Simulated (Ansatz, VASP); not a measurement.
## HfOs3W: VASP beside Ansatz

```
Hf Os W
1.0
     4.68441    0.00000    0.00000
     0.00000    4.68441    0.00000
     0.00000    0.00000    4.68441
Hf Os W
1 3 1
Direct
  0.00000 0.00000 0.00000
  0.00000 0.50000 0.50000
  0.50000 0.50000 0.00000
  0.50000 0.00000 0.50000
  0.50000 0.50000 0.50000
```

Change from the starting cell: species swapped into the TmRh3C type (Pm-3m, No. 221).

Alike in both runs: task relaxation of cell and atoms; functional PBE; k mesh 8 × 8 × 8; occupations gaussian, width 0.1 eV; no spin polarisation.

|  | VASP | Ansatz |
| --- | --- | --- |
| version | VASP 6.6.1 | Ansatz 0.2.0 |
| potentials or method | VASP PAW PBE potentials, release 64 (Hf_pv, Os, W_sv) | scalar-relativistic, plane waves, PAW |
| plane-wave cutoff (eV) | 600 | 420 |
| valence electrons in the cell | 48 | 88 |

Ansatz gave:

| Item | Value |
| --- | --- |
| gap on the k mesh at the Fermi level, each at its own relaxed structure (eV) | none |
| relaxed volume (Å³/atom) | 20.48 |
| relaxed cell length with the largest relative difference (Å) | 4.678 |

Which values does VASP return?

gap on the k mesh at the Fermi level, each at its own relaxed structure (eV): none; relaxed volume (Å³/atom): 20.59; relaxed cell length with the largest relative difference (Å): 4.687.

A gap of «none» marks a metal or a gap that the smearing closes. The two sets of potentials don't hold the same shells in valence.

The runs have no spin-orbit coupling, so splittings on Hf, Os, W are missing.
